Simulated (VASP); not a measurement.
OSZICAR of a VASP run on Al$_{2}$O$_{3}$ (corundum):

OSZICAR:
```
       N       E                     dE             d eps       ncg     rms          rms(c)
DAV:   1     0.203159806050E+03    0.20316E+03   -0.20442E+04  7928   0.511E+02
DAV:   2    -0.815962108191E+02   -0.28476E+03   -0.27170E+03  9574   0.168E+02
DAV:   3    -0.915150409755E+02   -0.99188E+01   -0.98113E+01  9304   0.261E+01
DAV:   4    -0.915721772007E+02   -0.57136E-01   -0.57125E-01  9168   0.215E+00
DAV:   5    -0.915726570249E+02   -0.47982E-03   -0.47981E-03  9240   0.192E-01    0.177E+01
DAV:   6    -0.832929148781E+02    0.82797E+01   -0.51610E+00  8690   0.110E+01    0.584E+00
DAV:   7    -0.832001304543E+02    0.92784E-01   -0.69140E-01  9488   0.229E+00    0.336E+00
DAV:   8    -0.831085488789E+02    0.91582E-01   -0.82144E-02  8990   0.968E-01    0.513E-01
DAV:   9    -0.831045368636E+02    0.40120E-02   -0.15540E-03  9544   0.214E-01    0.254E-01
DAV:  10    -0.831046441894E+02   -0.10733E-03   -0.46167E-04  8998   0.562E-02    0.534E-02
DAV:  11    -0.831046256688E+02    0.18521E-04   -0.44046E-05  9216   0.224E-02    0.220E-02
DAV:  12    -0.831046253245E+02    0.34429E-06   -0.14129E-06  9406   0.405E-03    0.397E-03
DAV:  13    -0.831046252116E+02    0.11285E-06   -0.20606E-07  7632   0.141E-03    0.210E-03
DAV:  14    -0.831046252042E+02    0.74151E-08   -0.28580E-08  5038   0.538E-04
   1 F= -.83104625E+02 E0= -.83104625E+02  d E =-.413487E-14
 imaginary and real dielectric function
```

Task: Which electronic solver shows in the log?

Result: It is blocked Davidson (ALGO = Normal, or the opening steps of other solvers). The INCAR had ALGO = Normal.

Task: Can the final energy be trusted as converged?

Result: The run converged. It stopped with EDIFF = 1E-7, NELM = 100 (LDA (Ceperley-Alder, Perdew-Zunger), plane waves, VASP's LDA PAW potentials (set 64)).

The compound is Al2O3 in the corundum structure. It was relaxed first.
